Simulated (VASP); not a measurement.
An input for Ansatz (written as the equivalent of a VASP run, and not itself run):

Ansatz 0.2 input:
```yaml
crystal:
  lattice:
    - [-3.4586910, 3.4586910, 3.4586910]
    - [3.4586910, -3.4586910, 3.4586910]
    - [3.4586910, 3.4586910, -3.4586910]
  atoms:
    - { symbol: Hf, position: [0.8750000, 0.2500000, 0.1250000] }
    - { symbol: Hf, position: [0.7500000, 0.3750000, 0.6250000] }
    - { symbol: Hf, position: [0.6250000, 0.7500000, 0.3750000] }
    - { symbol: Hf, position: [0.2500000, 0.1250000, 0.8750000] }
    - { symbol: Hf, position: [0.1250000, 0.8750000, 0.2500000] }
    - { symbol: Hf, position: [0.3750000, 0.6250000, 0.7500000] }
    - { symbol: N, position: [0.5000000, 0.0000000, 0.6336600] }
    - { symbol: N, position: [0.0000000, 0.1336600, 0.5000000] }
    - { symbol: N, position: [0.8663400, 0.8663400, 0.8663400] }
    - { symbol: N, position: [0.1336600, 0.5000000, 0.0000000] }
    - { symbol: N, position: [0.0000000, 0.6336600, 0.5000000] }
    - { symbol: N, position: [0.5000000, 0.0000000, 0.1336600] }
    - { symbol: N, position: [0.6336600, 0.5000000, 0.0000000] }
    - { symbol: N, position: [0.3663400, 0.3663400, 0.3663400] }
kpoints:
  mp_grid: { grid: [5, 5, 5] }
hamiltonian:
  xc: pbe
  pseudopotentials: { kind: paw }
scf:
  occupations: { method: gaussian, width: 0.01 }
  max_iter: 100
output: { forces: true, stress: true, eigenvalues: true }
```

### Question
Translate this input to VASP (INCAR, KPOINTS, POSCAR, choice of POTCAR).

### Answer
Several could match; the one computed here: 
**POSCAR**
```
Hf3N4
3.4586910
 -1.0000000000   1.0000000000   1.0000000000
  1.0000000000  -1.0000000000   1.0000000000
  1.0000000000   1.0000000000  -1.0000000000
Hf N
6 8
Cartesian
 -0.5000000000   0.7500000000   1.0000000000
  0.2500000000   1.0000000000   0.5000000000
  0.5000000000   0.2500000000   1.0000000000
  0.7500000000   1.0000000000  -0.5000000000
  1.0000000000  -0.5000000000   0.7500000000
  1.0000000000   0.5000000000   0.2500000000
  0.1336600000   1.1336600000  -0.1336600000
  0.6336600000   0.3663400000  -0.3663400000
  0.8663400000   0.8663400000   0.8663400000
  0.3663400000  -0.3663400000   0.6336600000
  1.1336600000  -0.1336600000   0.1336600000
 -0.3663400000   0.6336600000   0.3663400000
 -0.1336600000   0.1336600000   1.1336600000
  0.3663400000   0.3663400000   0.3663400000
```

File KPOINTS:
```
Automatic
0
gamma
5 5 5
```

**INCAR**
```
ALGO = Normal
EDIFF = 1E-6
ENCUT = 240
GGA = PE
ISIF = 2
ISMEAR = 0
LASPH = T
LCHARG = F
LMAXMIX = 6
LREAL = Auto
LWAVE = F
NELM = 100
PREC = Accurate
SIGMA = 0.01
SYSTEM = Hf3N4
```

POTCAR, in this order: Hf_pv N (PBE.64 set). Program: vasp_std.

What does not carry over: each code has its own PAW files, so the cut-off isn't converted (ENCUT is set for VASP's; basis.ecutwfc is left out, and Ansatz then takes the one that its files recommend); Ansatz stops its SCF on the density residual and VASP on the energy change (EDIFF).

The structure comes from a computed database's Hf3N4 entry, a phase known from measurement. The cell was not relaxed at this level, and its volume differs by +4.6 % from the start's. The run is one of a series of settings (ENCUT = 240 against the base run), some of them coarse on purpose.
